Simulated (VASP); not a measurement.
Set up this calculation in VASP 6.6.1, as an ASE script.

* Task: single point
* Functional: PBEsol
* Potentials or basis: VASP PAW PBE potentials, release 64 (Lu_3, Be), 4f in core
* Cutoff: 520 eV
* k mesh: 10 × 10 × 10
* Occupations: methfessel-paxton, width 0.1 eV
* Spin: no spin polarisation
* Monkhorst-Pack mesh: yes
* Further INCAR settings: ALGO = Fast; EDIFF = 1.00e-07; NBANDS = 12; IMIX = 1; AMIX = 0.200000

The structure of LuBe lies in LuBe.cif:

```cif
data_LuBe
_cell_length_a 3.32037000
_cell_length_b 3.32037000
_cell_length_c 3.32037000
_cell_angle_alpha 90.00000000
_cell_angle_beta 90.00000000
_cell_angle_gamma 90.00000000
_space_group_name_H-M_alt 'Pm-3m'
_space_group_name_Hall '-P 4 2 3'
_space_group_IT_number 221
loop_
_space_group_symop_operation_xyz
'x,y,z'
'-x,-y,-z'
'-y,x,z'
'y,-x,-z'
'-x,-y,z'
'x,y,-z'
'y,-x,z'
'-y,x,-z'
'x,-y,-z'
'-x,y,z'
'-y,-x,-z'
'y,x,z'
'-x,y,-z'
'x,-y,z'
'y,x,-z'
'-y,-x,z'
'z,x,y'
'-z,-x,-y'
'z,-y,x'
'-z,y,-x'
'z,-x,-y'
'-z,x,y'
'z,y,-x'
'-z,-y,x'
'-z,x,-y'
'z,-x,y'
'-z,-y,-x'
'z,y,x'
'-z,-x,y'
'z,x,-y'
'-z,y,x'
'z,-y,-x'
'y,z,x'
'-y,-z,-x'
'x,z,-y'
'-x,-z,y'
'-y,z,-x'
'y,-z,x'
'-x,z,y'
'x,-z,-y'
'-y,-z,x'
'y,z,-x'
'-x,-z,-y'
'x,z,y'
'y,-z,-x'
'-y,z,x'
'x,-z,y'
'-x,z,-y'
loop_
_atom_site_label
_atom_site_type_symbol
_atom_site_symmetry_multiplicity
_atom_site_Wyckoff_symbol
_atom_site_fract_x
_atom_site_fract_y
_atom_site_fract_z
_atom_site_occupancy
Lu1 Lu 1 a 0.0000000000 0.0000000000 0.0000000000 1
Be1 Be 1 b 0.5000000000 0.5000000000 0.5000000000 1
```

The cell was built by a generator and needn't be a form met in nature.

These files were run (other wordings do the same):

run.py

```python
from ase.calculators.vasp import Vasp
from ase.dft.bandgap import bandgap
from ase.io import read

atoms = read('LuBe.cif', primitive_cell=True, subtrans_included=False)
calc = Vasp(
    directory='calc',
    xc='pbesol',
    pp='PBE',
    setups='recommended',
    prec='Accurate',
    encut=520,
    ediff=1e-07,
    ismear=1,
    sigma=0.1,
    lreal=False,
    lasph=True,
    nelm=100,
    algo='Fast',
    isif=2,
    lwave=False,
    lcharg=False,
    imix=1,
    amix=0.2,
    kpts=[10, 10, 10],
    gamma=False,
    nbands=12,
)
atoms.calc = calc

print('energy (eV):', atoms.get_potential_energy())
print('free energy (eV):', atoms.get_potential_energy(force_consistent=True))
print('forces (eV/A):')
print(atoms.get_forces())
print('stress (eV/A^3, Voigt):', atoms.get_stress())
print('Fermi level (eV):', calc.get_fermi_level())
gap, top, bottom = bandgap(calc)
print('band gap (eV):', gap, 'from (spin, k, band)', top, 'to', bottom)
```

Potentials or basis: VASP PAW PBE potentials, release 64 (Lu_3, Be), 4f in core.

Launch:

```bash
$ python run.py
```

It gave:

```yaml
Pressure: -1.8 GPa
```

Caveat: the PAW data sets were made with another functional, which shifts forces and pressure a little.

Wall time 45 s on 1 thread of Intel(R) Xeon(R) Platinum 8259CL CPU @ 2.50GHz (Skylake/Cascade Lake), on a shared host, peak memory 0.16 GiB.
